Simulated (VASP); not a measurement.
Computed with SCAN meta-GGA, VASP's PBE PAW potentials (set 64) (plane waves; VASP 6.6.1).

The input files of a VASP run:

INCAR:
```
SYSTEM=PbO
PREC=Accurate; ENCUT=520; LREAL=F
LASPH=T
EDIFF=1E-6; NELM=100; ALGO=Normal
LMAXMIX=4; LMIXTAU=T
ISMEAR=0; SIGMA=0.05
METAGGA=SCAN
ISIF=2
LWAVE=F; LCHARG=F
```

KPOINTS:
```
K-points
0
Gamma
  5 5 4
```

**POSCAR**
```
PbO
1
    3.9800000000     0.0000000000     0.0000000000
    0.0000000000     3.9800000000     0.0000000000
    0.0000000000     0.0000000000     5.0200000000
Pb O
2 2
Direct
  0.5000000000   0.0000000000   0.7650000000
  0.0000000000   0.5000000000   0.2350000000
  0.5000000000   0.5000000000   0.0000000000
  0.0000000000   0.0000000000   0.0000000000
```

POTCAR, in this order: Pb_d O (PBE.64 set). Program: vasp_std.

Question: Estimate the energy per atom (σ→0), pressure, largest force.

Answer: 
```
Property                        Result
---------------------  ---------------
energy per atom (σ→0)  -42.139 eV/atom
pressure                      1.22 GPa
largest force               0.210 eV/Å
```

OSZICAR:
```
...
DAV:  14    -0.168556086431E+03   -0.10781E-02   -0.17489E-03  1000   0.442E-01    0.341E-02
DAV:  15    -0.168556114898E+03   -0.28467E-04   -0.47080E-04  1232   0.234E-01    0.176E-02
DAV:  16    -0.168556202331E+03   -0.87433E-04   -0.33491E-04   912   0.213E-01    0.687E-03
DAV:  17    -0.168556210612E+03   -0.82807E-05   -0.21944E-04   928   0.163E-01    0.384E-03
DAV:  18    -0.168556196667E+03    0.13945E-04   -0.36015E-05   952   0.615E-02    0.197E-03
DAV:  19    -0.168556198271E+03   -0.16040E-05   -0.43319E-06  1024   0.234E-02    0.126E-03
DAV:  20    -0.168556198926E+03   -0.65516E-06   -0.67762E-06   936   0.283E-02
   1 F= -.16855620E+03 E0= -.16855620E+03  d E =-.100138E-12
```

The compound is PbO in the litharge structure. The cell was not relaxed at this level. The run is one of a series of settings (GGA removed, LMIXTAU = .TRUE., METAGGA = SCAN against the base run), some of them coarse on purpose.
